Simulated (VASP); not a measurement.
Level of theory: PBE GGA, VASP's PBE PAW potentials (set 64) (plane waves; VASP).

Input for VASP

KPOINTS:
```
kpoints
0
Gamma
  12 12 12
```

INCAR:
```
SYSTEM = HfC
PREC = Accurate
ENCUT = 520
EDIFF = 1E-6
NELM = 100
ALGO = Normal
LREAL = .FALSE.
LASPH = .TRUE.
ISMEAR = 1
SIGMA = 0.1
GGA = PE
LMAXMIX = 6
LWAVE = .FALSE.
LCHARG = .FALSE.
ISIF = 2
AMIX = 1.0
BMIX = 1.0
IMIX = 4
```

**POSCAR**
```
HfC
1
    0.0000000000     2.3387410000     2.3560370000
    2.3819600000     0.0000000000     2.3560370000
    2.3819600000     2.3387410000     0.0000000000
Hf C
1 1
Direct
  0.0000000000   0.0000000000   0.0000000000
  0.4909530000   0.5090470000   0.5090470000
```

POTCAR, in this order: Hf_pv C (PBE.64 set). Program: vasp_std.

Output of the run:

**OSZICAR**
```
       N       E                     dE             d eps       ncg     rms          rms(c)
DAV:   1     0.241531463950E+02    0.24153E+02   -0.78324E+03  6168   0.121E+03
DAV:   2    -0.224026345452E+02   -0.46556E+02   -0.44171E+02  8006   0.214E+02
DAV:   3    -0.242202429814E+02   -0.18176E+01   -0.17987E+01  7922   0.327E+01
DAV:   4    -0.242367090912E+02   -0.16466E-01   -0.16450E-01  7545   0.335E+00
DAV:   5    -0.242369277278E+02   -0.21864E-03   -0.21857E-03  8155   0.317E-01    0.529E+01
DAV:   6    -0.309339064124E+02   -0.66970E+01   -0.13189E+02  6482   0.578E+01    0.317E+01
DAV:   7    -0.213578899526E+02    0.95760E+01   -0.47276E+01  6837   0.374E+01    0.239E+01
DAV:   8    -0.209920628189E+02    0.36583E+00   -0.43604E+00  7093   0.125E+01    0.235E+00
DAV:   9    -0.210010481830E+02   -0.89854E-02   -0.11157E-01  7143   0.309E+00    0.299E+00
DAV:  10    -0.210003355657E+02    0.71262E-03   -0.48086E-03  7388   0.466E-01    0.981E-01
DAV:  11    -0.210002364810E+02    0.99085E-04   -0.25849E-03  6670   0.393E-01    0.782E-01
DAV:  12    -0.210000865792E+02    0.14990E-03   -0.11471E-04  7460   0.827E-02    0.509E-01
DAV:  13    -0.209999568014E+02    0.12978E-03   -0.64404E-04  6559   0.183E-01    0.714E-02
DAV:  14    -0.209999555179E+02    0.12835E-05   -0.16964E-05  7153   0.371E-02    0.264E-02
DAV:  15    -0.209999556296E+02   -0.11174E-06   -0.87348E-07  4047   0.974E-03
   1 F= -.20999956E+02 E0= -.20999916E+02  d E =-.118262E-03
```

File OUTCAR:
```
------------------------ aborting loop because EDIFF is reached ----------------------------------------
  FORCE on cell =-STRESS in cart. coord.  units (eV):
  Direction    XX          YY          ZZ          XY          YZ          ZX
  --------------------------------------------------------------------------------------
  Total       -2.0484182     -1.1412742     -1.5453243      0.0000000      0.0000000      0.0000000
  in kB     -125.0260510    -69.6581450    -94.3195051      0.0000000      0.0000000      0.0000000
  external PRESSURE =     -96.3345670 kB  Pullay stress =       0.0000000 kB
  volume of cell :       26.25
      direct lattice vectors                 reciprocal lattice vectors
     0.000000000  2.338741000  2.356037000    -0.209911166  0.213790240  0.212220776
     2.381960000  0.000000000  2.356037000     0.209911166 -0.213790240  0.212220776
     2.381960000  2.338741000  0.000000000     0.209911166  0.213790240 -0.212220776
 POSITION                                       TOTAL-FORCE (eV/Angst)
 -----------------------------------------------------------------------------------
      0.00000      0.00000      0.00000         0.223915      0.000000      0.000000
      2.42506      2.33874      2.35604        -0.223915      0.000000      0.000000
 -----------------------------------------------------------------------------------
    total drift:                               -0.000030     -0.000000      0.000000
  FREE ENERGIE OF THE ION-ELECTRON SYSTEM (eV)
  ---------------------------------------------------
  free  energy   TOTEN  =       -20.9999556296 eV

  energy  without entropy=      -20.9998373675  energy(sigma->0) =      -20.99991621
```
(Selected blocks of OUTCAR.)

**OUTCAR**
```
 val. band max:        5.5588165617   @ k =   0.5000   0.5000   0.0000

 cond. band min:       5.6645222610   @ k =   0.5000   0.0000   0.4167


 Fermi energy:         5.6615788443

 k-point     1 :       0.0000    0.0000    0.0000
  band No.  band energies     occupation
      1     -24.1727      2.00000
      2     -24.1564      2.00000
      3     -24.1465      2.00000
      4      -6.4650      2.00000
      5       6.5017     -0.00000
      6       6.5113     -0.00000
      7       6.5114     -0.00000
      8       6.9015     -0.00000
      9       7.1458     -0.00000
     10       7.1960     -0.00000
     11       8.8229      0.00000

 k-point     2 :       0.0833   -0.0000    0.0000
  band No.  band energies     occupation
      1     -24.2020      2.00000
      2     -24.1685      2.00000
      3     -24.1537      2.00000
      4      -6.3021      2.00000
      5       5.4834      2.03026
      6       5.8513     -0.02198
      7       5.8824     -0.00772
      8       7.2469     -0.00000
      9       7.3659     -0.00000
     10       7.6356     -0.00000
     11       9.5869      0.00000

 k-point     3 :       0.1667   -0.0000    0.0000
  band No.  band energies     occupation
      1     -24.3085      2.00000
      2     -24.1826      2.00000
      3     -24.1640      2.00000
      4      -5.8356      2.00000
      5       4.0878      2.00000
      6       4.8276      2.00000
      7       4.8718      2.00000
      8       7.7743      0.00000
      9       7.8444      0.00000
     10       8.0674      0.00000
     11      11.0629      0.00000

 k-point     4 :       0.2500   -0.0000   -0.0000
  band No.  band energies     occupation
      1     -24.4529      2.00000
      2     -24.1997      2.00000
      3     -24.1772      2.00000
      4      -5.1263      2.00000
      5       2.6543      2.00000
      6       3.9524      2.00000
      7       3.9944      2.00000
      8       8.4688      0.00000
      9       8.5731      0.00000
...
```

Unless said otherwise, spin-orbit coupling is left out, though it shifts the bands of the heavy elements here.

The compound is HfC in the rock salt structure. The cell was not relaxed at this level, atoms are displaced from their ideal sites. The run is one of a series of settings (AMIX = 1.0, BMIX = 1.0, IMIX = 4 against the base run), some of them coarse on purpose.
